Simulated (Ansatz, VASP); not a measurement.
# HfO2 in two plane-wave programs, part 2 of 3

Wanted: the spread between two codes on one cell, functional and k mesh. The cell is taken from a series of runs on this material, whose earlier steps may have relaxed, scaled, displaced or heated it; both programs get it as it stands.

VASP 6.6.1 and Ansatz 0.2.0.

So far: Set-up; VASP: zone-centre phonons, PBE.

## (2) VASP: zone-centre phonons, PBE (continued)

Level of this step: PBE; plane waves and PAW (O, Hf_pv) (VASP).

From OUTCAR (step 2):

```text
ion  position               nearest neighbor table
   1  0.000  0.500  0.702-   5 2.07   5 2.07   6 2.35   6 2.35
   2  0.500  0.000  0.798-   6 2.07   6 2.07   5 2.35   5 2.35
   3  0.500  0.000  0.298-   5 2.07   5 2.07   6 2.35   6 2.35
   4  0.000  0.500  0.202-   6 2.07   6 2.07   5 2.35   5 2.35
   5  0.500  0.500  0.500-   1 2.07   3 2.07   3 2.07   1 2.07   2 2.35   2 2.35   4 2.35   4 2.35
                             6 3.61   6 3.61   6 3.61   6 3.61   6 3.61   6 3.61   6 3.61   6 3.61
   6  0.000  0.000  0.000-   2 2.07   4 2.07   4 2.07   2 2.07   1 2.35   3 2.35   1 2.35   3 2.35
                             5 3.61   5 3.61   5 3.61   5 3.61   5 3.61   5 3.61   5 3.61   5 3.61

  LATTYP: Found a simple tetragonal cell.
 ALAT       =     3.5685971016
 C/A-ratio  =     1.4452703966

 Subroutine GETGRP returns: Found 16 space group operations
 (whereof  8 operations were pure point group operations)

The static configuration has the point symmetry D_2d.
 The point group associated with its full space group is D_4h.

 Found     45 irreducible k-points:

   k-points           NKPTS =     45   k-points in BZ     NKDIM =     45   number of bands    NBANDS=     28

   dimension x,y,z NGX =    30 NGY =   30 NGZ =   42
   dimension x,y,z NGXF=    60 NGYF=   60 NGZF=   84

   ENCUT  =  600.0 eV  44.10 Ry    6.64 a.u.   7.13  7.13 10.30*2*pi/ulx,y,z

   NELECT =      44.0000    total number of electrons

 k-points in reciprocal lattice and weights: Automatic mesh
   0.00000000  0.00000000  0.00000000       0.004
   0.12500000  0.00000000  0.00000000       0.016
   0.25000000  0.00000000  0.00000000       0.016
   0.37500000  0.00000000  0.00000000       0.016
   0.50000000  0.00000000  0.00000000       0.008
   0.12500000  0.12500000  0.00000000       0.016
   0.25000000  0.12500000  0.00000000       0.031
   0.37500000  0.12500000  0.00000000       0.031
   0.50000000  0.12500000  0.00000000       0.016
[...]
0.50000000  0.37500000  0.50000000       0.016
   0.50000000  0.50000000  0.50000000       0.004

 average (electrostatic) potential at core
       1 -69.7905       2 -69.7905       3 -69.7905       4 -69.7905       5 -37.2975
       6 -37.2975

[...]
2     0.00000     5.50679     0.00000
    3     0.00000     0.00000     4.87682

 Eigenvectors and eigenvalues of the dynamical matrix
 ----------------------------------------------------

   1 f  =   20.024892 THz   125.820108 2PiTHz  667.958503 cm-1    82.816262 meV
             X         Y         Z           dx          dy          dz
      0.000000  1.784299  3.621950     0.681986    0.007271   -0.000000
      1.784299  0.000000  4.114432    -0.681986   -0.007271   -0.000000
      1.784299  0.000000  1.535638     0.029096    0.170418    0.000000
      0.000000  1.784299  1.043156    -0.029096   -0.170418    0.000000
      1.784299  1.784299  2.578794    -0.068279   -0.017062    0.000000
      0.000000  0.000000  0.000000     0.068279    0.017062   -0.000000

   2 f  =   20.024892 THz   125.820108 2PiTHz  667.958503 cm-1    82.816262 meV
             X         Y         Z           dx          dy          dz
      0.000000  1.784299  3.621950    -0.170418    0.029096    0.000000
      1.784299  0.000000  4.114432     0.170418   -0.029096    0.000000
      1.784299  0.000000  1.535638    -0.007271    0.681986   -0.000000
      0.000000  1.784299  1.043156     0.007271   -0.681986   -0.000000
      1.784299  1.784299  2.578794     0.017062   -0.068279   -0.000000
      0.000000  0.000000  0.000000    -0.017062    0.068279    0.000000

   3 f  =   19.829909 THz   124.594993 2PiTHz  661.454567 cm-1    82.009877 meV
             X         Y         Z           dx          dy          dz
      0.000000  1.784299  3.621950    -0.000000    0.000000   -0.500000
      1.784299  0.000000  4.114432     0.000000   -0.000000   -0.500000
      1.784299  0.000000  1.535638    -0.000000    0.000000    0.500000
      0.000000  1.784299  1.043156     0.000000   -0.000000    0.500000
      1.784299  1.784299  2.578794     0.000000   -0.000000   -0.000000
      0.000000  0.000000  0.000000    -0.000000    0.000000    0.000000

   4 f  =   17.882086 THz   112.356461 2PiTHz  596.482188 cm-1    73.954333 meV
             X         Y         Z           dx          dy          dz
      0.000000  1.784299  3.621950     0.000000    0.000000   -0.491783
      1.784299  0.000000  4.114432    -0.000000   -0.000000    0.491783
      1.784299  0.000000  1.535638    -0.000000   -0.000000   -0.491783
      0.000000  1.784299  1.043156     0.000000    0.000000    0.491783
      1.784299  1.784299  2.578794    -0.000000    0.000000    0.127669
      0.000000  0.000000  0.000000    -0.000000    0.000000   -0.127669

   5 f  =   13.652590 THz    85.781754 2PiTHz  455.401387 cm-1    56.462550 meV
             X         Y         Z           dx          dy          dz
      0.000000  1.784299  3.621950    -0.012108    0.661710    0.000000
      1.784299  0.000000  4.114432     0.012108   -0.661710   -0.000000
      1.784299  0.000000  1.535638     0.240891   -0.033261   -0.000000
      0.000000  1.784299  1.043156    -0.240891    0.033261    0.000000
      1.784299  1.784299  2.578794    -0.018288   -0.050237   -0.000000
      0.000000  0.000000  0.000000     0.018288    0.050237    0.000000

   6 f  =   13.652590 THz    85.781754 2PiTHz  455.401387 cm-1    56.462550 meV
             X         Y         Z           dx          dy          dz
      0.000000  1.784299  3.621950    -0.033261   -0.240891    0.000000
      1.784299  0.000000  4.114432     0.033261    0.240891   -0.000000
      1.784299  0.000000  1.535638     0.661710    0.012108   -0.000000
      0.000000  1.784299  1.043156    -0.661710   -0.012108    0.000000
      1.784299  1.784299  2.578794    -0.050237    0.018288    0.000000
      0.000000  0.000000  0.000000     0.050237   -0.018288   -0.000000

   7 f  =   13.597112 THz    85.433177 2PiTHz  453.550848 cm-1    56.233113 meV
             X         Y         Z           dx          dy          dz
      0.000000  1.784299  3.621950     0.396058   -0.057401    0.000000
      1.784299  0.000000  4.114432     0.396058   -0.057401    0.000000
      1.784299  0.000000  1.535638    -0.041169    0.552215   -0.000000
      0.000000  1.784299  1.043156    -0.041169    0.552215   -0.000000
      1.784299  1.784299  2.578794    -0.106204   -0.148078   -0.000000
      0.000000  0.000000  0.000000    -0.106204   -0.148078    0.000000

   8 f  =   13.597112 THz    85.433177 2PiTHz  453.550848 cm-1    56.233113 meV
             X         Y         Z           dx          dy          dz
      0.000000  1.784299  3.621950     0.552215    0.041169    0.000000
      1.784299  0.000000  4.114432     0.552215    0.041169    0.000000
      1.784299  0.000000  1.535638    -0.057401   -0.396058    0.000000
      0.000000  1.784299  1.043156    -0.057401   -0.396058    0.000000
      1.784299  1.784299  2.578794    -0.148078    0.106204   -0.000000
      0.000000  0.000000  0.000000    -0.148078    0.106204    0.000000

   9 f  =    9.379853 THz    58.935352 2PiTHz  312.878203 cm-1    38.791936 meV
             X         Y         Z           dx          dy          dz
      0.000000  1.784299  3.621950    -0.000000    0.000000   -0.460320
      1.784299  0.000000  4.114432     0.000000    0.000000   -0.460320
      1.784299  0.000000  1.535638     0.000000   -0.000000   -0.460320
      0.000000  1.784299  1.043156    -0.000000   -0.000000   -0.460320
      1.784299  1.784299  2.578794     0.000000    0.000000    0.276062
      0.000000  0.000000  0.000000    -0.000000   -0.000000    0.276062

  10 f  =    8.577726 THz    53.895442 2PiTHz  286.122142 cm-1    35.474608 meV
             X         Y         Z           dx          dy          dz
      0.000000  1.784299  3.621950     0.000000   -0.000000   -0.500000
      1.784299  0.000000  4.114432     0.000000    0.000000    0.500000
      1.784299  0.000000  1.535638     0.000000   -0.000000    0.500000
      0.000000  1.784299  1.043156     0.000000    0.000000   -0.500000
      1.784299  1.784299  2.578794     0.000000   -0.000000    0.000000
      0.000000  0.000000  0.000000     0.000000    0.000000   -0.000000

  11 f  =    6.803384 THz    42.746922 2PiTHz  226.936460 cm-1    28.136522 meV
             X         Y         Z           dx          dy          dz
      0.000000  1.784299  3.621950     0.000000    0.000000    0.090275
      1.784299  0.000000  4.114432     0.000000   -0.000000   -0.090275
      1.784299  0.000000  1.535638    -0.000000   -0.000000    0.090275
      0.000000  1.784299  1.043156     0.000000   -0.000000   -0.090275
      1.784299  1.784299  2.578794    -0.000000    0.000000    0.695486
      0.000000  0.000000  0.000000     0.000000   -0.000000   -0.695486

  12 f  =    3.064551 THz    19.255143 2PiTHz  102.222427 cm-1    12.673960 meV
             X         Y         Z           dx          dy          dz
      0.000000  1.784299  3.621950     0.035280   -0.048400   -0.000000
      1.784299  0.000000  4.114432    -0.035280    0.048400   -0.000000
      1.784299  0.000000  1.535638     0.029480   -0.057922   -0.000000
      0.000000  1.784299  1.043156    -0.029480    0.057922   -0.000000
      1.784299  1.784299  2.578794     0.364951   -0.599166   -0.000000
      0.000000  0.000000  0.000000    -0.364951    0.599166   -0.000000

  13 f  =    3.064551 THz    19.255143 2PiTHz  102.222427 cm-1    12.673960 meV
             X         Y         Z           dx          dy          dz
      0.000000  1.784299  3.621950     0.057922    0.029480   -0.000000
      1.784299  0.000000  4.114432    -0.057922   -0.029480   -0.000000
      1.784299  0.000000  1.535638     0.048400    0.035280   -0.000000
      0.000000  1.784299  1.043156    -0.048400   -0.035280   -0.000000
      1.784299  1.784299  2.578794     0.599166    0.364951   -0.000000
      0.000000  0.000000  0.000000    -0.599166   -0.364951   -0.000000
    [... 43 further lines ...]
      1.784299  1.784299  2.578794    -0.389391    0.522677    0.000000
      0.000000  0.000000  0.000000    -0.389391    0.522677    0.000000

 MACROSCOPIC STATIC DIELECTRIC TENSOR IONIC CONTRIBUTION
 ------------------------------------------------------
          81.034639     0.000000    -0.000000
           0.000000    81.034639     0.000000
          -0.000000     0.000000    13.394341
 ------------------------------------------------------

 ELASTIC MODULI CONTR FROM IONIC RELAXATION (kBar)
 Direction    XX          YY          ZZ          XY          YZ          ZX
 --------------------------------------------------------------------------------
 XX        -747.6855    309.0032   -567.5242      0.0000      0.0000     -0.0000
 YY         309.0032   -747.6855   -567.5242      0.0000     -0.0000     -0.0000
 ZZ        -567.5242   -567.5242  -1468.4145      0.0000     -0.0000     -0.0000
 XY           0.0000      0.0000      0.0000      0.0000      0.0000      0.0000
 YZ           0.0000     -0.0000     -0.0000      0.0000   -645.7500      0.0000
 ZX          -0.0000     -0.0000     -0.0000      0.0000     -0.0000   -664.9587
 --------------------------------------------------------------------------------

 PIEZOELECTRIC TENSOR IONIC CONTR  for field in x, y, z        (C/m^2)
          XX          YY          ZZ          XY          YZ          ZX
  --------------------------------------------------------------------------------
  x     0.00000     0.00000     0.00000     0.00000    -0.00000     0.00000
  y    -0.00000    -0.00000    -0.00000     0.00000     0.00000     0.00000
  z    -0.00000     0.00000    -0.00000     0.00000     0.00000     0.00000
```

Harder data sets than Hf_pv exist (the GW ones), and pressures, volumes and forces can shift noticeably with them.

[end of part 2 of 3]

[Lines on the potential files, build, host, timing and source positions are cut from VASP's logs without a mark.]

[Logs are printed without paths, hosts, clocks, repeated set-up lines and the standing remarks that a program may print on its own settings, such as how far it seeks lower states.]

[Hosts, paths, dates, database ids (printed as entryN), source tags and the programs' standing remarks are cut or masked in the printed files.]
